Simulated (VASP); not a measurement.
Method: PBE GGA, VASP's PBE PAW potentials (set 64) (plane waves; VASP 6.6.1).

Input for VASP

KPOINTS:
```
Automatic mesh
0
Gamma
14 14 14
0 0 0
```

File POSCAR:
```
Nb
3.30
 -0.5000000000   0.5000000000   0.5000000000
  0.5000000000  -0.5000000000   0.5000000000
  0.5000000000   0.5000000000  -0.5000000000
Nb
1
Direct
  0.0000000000   0.0000000000   0.0000000000
```

### INCAR
```
ALGO = Normal
EDIFF = 1E-6
ENCUT = 400
GGA = PE
ISIF = 2
ISMEAR = -5
LASPH = .True.
LCHARG = .False.
LMAXMIX = 4
LREAL = .False.
LWAVE = .False.
NELM = 100
PREC = Accurate
SYSTEM = Nb
```

POTCAR, in this order: Nb_sv (PBE.64 set). Program: vasp_std.

The resulting files:

File OSZICAR:
```
       N       E                     dE             d eps       ncg     rms          rms(c)
DAV:   1     0.937034498702E+02    0.93703E+02   -0.66177E+03  2104   0.107E+03
DAV:   2    -0.666453619452E+01   -0.10037E+03   -0.98206E+02  2292   0.380E+02
DAV:   3    -0.104541904429E+02   -0.37897E+01   -0.36560E+01  3034   0.622E+01
DAV:   4    -0.106303744827E+02   -0.17618E+00   -0.17567E+00  2838   0.123E+01
DAV:   5    -0.106365685226E+02   -0.61940E-02   -0.61935E-02  3126   0.176E+00    0.743E+00
DAV:   6    -0.102549269516E+02    0.38164E+00   -0.75137E-01  3196   0.111E+01    0.261E+00
DAV:   7    -0.102096642854E+02    0.45263E-01   -0.23084E-01  3236   0.601E+00    0.927E-01
DAV:   8    -0.102141568675E+02   -0.44926E-02   -0.11162E-02  2390   0.158E+00    0.625E-02
DAV:   9    -0.102141677477E+02   -0.10880E-04   -0.83891E-04  3464   0.315E-01    0.380E-02
DAV:  10    -0.102141825856E+02   -0.14838E-04   -0.20861E-05  2448   0.668E-02    0.123E-02
DAV:  11    -0.102141749615E+02    0.76241E-05   -0.33894E-06  2350   0.325E-02    0.246E-03
DAV:  12    -0.102141748181E+02    0.14335E-06   -0.97136E-08  1216   0.484E-03
   1 F= -.10214175E+02 E0= -.10214175E+02  d E =0.000000E+00
```

OUTCAR:
```
------------------------ aborting loop because EDIFF is reached ----------------------------------------
  FORCE on cell =-STRESS in cart. coord.  units (eV):
  Direction    XX          YY          ZZ          XY          YZ          ZX
  --------------------------------------------------------------------------------------
  Total        0.0680979      0.0680979      0.0680979      0.0000000     -0.0000000      0.0000000
  in kB        6.0720116      6.0720116      6.0720116      0.0000000     -0.0000000      0.0000000
  external PRESSURE =       6.0720116 kB  Pullay stress =       0.0000000 kB
  volume of cell :       17.97
      direct lattice vectors                 reciprocal lattice vectors
    -1.650000000  1.650000000  1.650000000     0.000000000  0.303030303  0.303030303
     1.650000000 -1.650000000  1.650000000     0.303030303  0.000000000  0.303030303
     1.650000000  1.650000000 -1.650000000     0.303030303  0.303030303  0.000000000
 POSITION                                       TOTAL-FORCE (eV/Angst)
 -----------------------------------------------------------------------------------
      0.00000      0.00000      0.00000        -0.000000     -0.000000      0.000000
 -----------------------------------------------------------------------------------
    total drift:                                0.000000     -0.000000      0.000000
  FREE ENERGIE OF THE ION-ELECTRON SYSTEM (eV)
  ---------------------------------------------------
  free  energy   TOTEN  =       -10.2141748181 eV

  energy  without entropy=      -10.2141748181  energy(sigma->0) =      -10.21417482
```
(Selected blocks of OUTCAR.)

For a metal the tetrahedron method with Blöchl corrections gives inexact stress and forces.

The compound is Nb in the bcc structure. The cell was not relaxed at this level. The run is one of a series of settings (ISMEAR = -5, SIGMA removed against the base run), some of them coarse on purpose.
